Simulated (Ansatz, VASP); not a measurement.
# H110S4N4O61 in two plane-wave programs

Wanted: the spread between two codes on one cell, functional and k mesh. The cell is taken from a series of runs on this material, whose earlier steps may have relaxed, scaled, displaced or heated it; both programs get it as it stands.

Calculated with Ansatz 0.2.0; plane waves, with VASP 6.6.1 beside it; single point at PBE with D3(BJ).

### Step 1. Set-up

The cell holds 179 atoms: 61 O, 4 S, 110 H and 4 N. Cell: a = 11.956 Å, b = 11.956 Å, c = 11.956 Å, α = 90.0°, β = 90.0°, γ = 90.0°.

### Step 2. VASP: single point, PBE with D3(BJ)

A single point gives forces, pressure and levels at one fixed geometry, so differences don't come from the geometry; what else differs is listed under the comparison.

Lines of VASP's logs that name or quote its potential files are left out, and so is its time.

Input file INCAR:

```
SYSTEM = H110S4N4O61
PREC = Accurate
ENCUT = 520
EDIFF = 1E-06
NELM = 120
ISMEAR = 0
SIGMA = 0.01
LREAL = Auto
ALGO = Normal
GGA = PE
IVDW = 12
NBANDS = 385
LORBIT = 11
LWAVE = .FALSE.
LCHARG = .FALSE.
ISIF = 2
LASPH = .TRUE.
GGA_COMPAT = .FALSE.
EFERMI = MIDGAP
```

Input file POSCAR:

```
H110S4N4O61
1.0
   11.9560000000      0.0000000000      0.0000000000
    0.0000000000     11.9560000000      0.0000000000
    0.0000000000      0.0000000000     11.9560000000
O S H N
61 4 110 4
Direct
    0.4090300000      0.8241100000      0.2644000000
    0.5700900000      0.7094500000      0.2850300000
    0.4131900000      0.7062500000      0.4144200000
    0.5332700000      0.8659000000      0.4192800000
    0.2747800000      0.8154500000      0.8118100000
    0.3968200000      0.8469600000      0.9683500000
    0.3533000000      0.9920000000      0.8310100000
    0.4632200000      0.8325100000      0.7820400000
    0.1377900000      0.9986400000      0.8422300000
    0.0055200000      0.1434000000      0.8294700000
    0.0475100000      0.0216200000      0.6731100000
    0.1919100000      0.1502200000      0.7310500000
    0.1545600000      0.7715100000      0.2567100000
    0.0492400000      0.9396800000      0.3242700000
    0.2398300000      0.9199800000      0.3534900000
    0.1135800000      0.7966300000      0.4520900000
    0.1525800000      0.2661600000      0.4704100000
    0.2107200000      0.3710300000      0.7063000000
    0.8827300000      0.0236900000      0.4837800000
    0.0460300000      0.1550800000      0.2808100000
    0.6320400000      0.7701700000      0.0984200000
    0.5115300000      0.5114300000      0.1973500000
    0.5335800000      0.2058800000      0.0328200000
    0.6684700000      0.3000400000      0.1759900000
    0.2115400000      0.9400000000      0.0693200000
    0.0124100000      0.5839500000      0.2200200000
    0.2732900000      0.0599200000      0.5138800000
    0.2955400000      0.1380400000      0.1901600000
    0.7865200000      0.0966100000      0.8858500000
    0.0513200000      0.5700900000      0.5094300000
[... 143 atom lines left out ...]
    0.7856200000      0.7039800000      0.0935500000
    0.9061900000      0.7669900000      0.1056900000
    0.0555900000      0.8043700000      0.9169400000
    0.8443800000      0.4655100000      0.4931000000
    0.4076900000      0.1877100000      0.7018600000
    0.4912300000      0.6402500000      0.9595000000
```

Input file KPOINTS:

```
Automatic mesh
0
Gamma
1 1 1
0 0 0
```

PAW data sets: O, S, H and N (PBE family, release 64).

Started as:

```sh
> export OMP_NUM_THREADS=3
> mpirun -np 1 vasp_gam
```

Numbers of over 12 decimals in the logs are rounded to 6 here.

What it wrote:

```text
[banner, memory and clock lines left out]
running    1 mpi-ranks, on    1 nodes
[...]
Offloading initialized ...    1 GPUs detected
[...]
LDA part: xc-table for (Slater+PW92), standard interpolation
 POSCAR, INCAR and KPOINTS ok, starting setup
[...]
entering main loop
       N       E                     dE             d eps       ncg     rms          rms(c)
DAV:   1     0.428469025550E+04    0.42847E+04   -0.29351E+05   802   0.129E+03
DAV:   2    -0.545537551017E+03   -0.48302E+04   -0.46181E+04   939   0.323E+02
DAV:   3    -0.974707216294E+03   -0.42917E+03   -0.42566E+03   948   0.996E+01
DAV:   4    -0.982027648795E+03   -0.73204E+01   -0.72913E+01   956   0.143E+01
[...]
DAV:  17    -0.888937346050E+03    0.11154E-04   -0.18402E-05   916   0.149E-02    0.644E-03
DAV:  18    -0.888937344389E+03    0.16610E-05   -0.84415E-06   852   0.710E-03    0.321E-03
DAV:  19    -0.888937343749E+03    0.64046E-06   -0.17693E-06   716   0.455E-03
   1 F= -.89686854E+03 E0= -.89686854E+03  d E =0.000000E+00
```

Parts of OUTCAR (step 2):

```text
  FREE ENERGIE OF THE ION-ELECTRON SYSTEM (eV)
  ---------------------------------------------------
  free  energy   TOTEN  =      -896.8685403571 eV

  energy  without entropy=     -896.8685403571  energy(sigma->0) =     -896.86854036
```

The run ends at a pressure of 0.16 GPa, with forces up to 4.1 eV/Å.

[end of part 1 of 2]

[Lines on the potential files, build, host, timing and source positions are cut from VASP's logs without a mark.]

[Logs are printed without paths, hosts, clocks, repeated set-up lines and the standing remarks that a program may print on its own settings, such as how far it seeks lower states.]

[Hosts, paths, dates, database ids (printed as entryN), source tags and the programs' standing remarks are cut or masked in the printed files.]
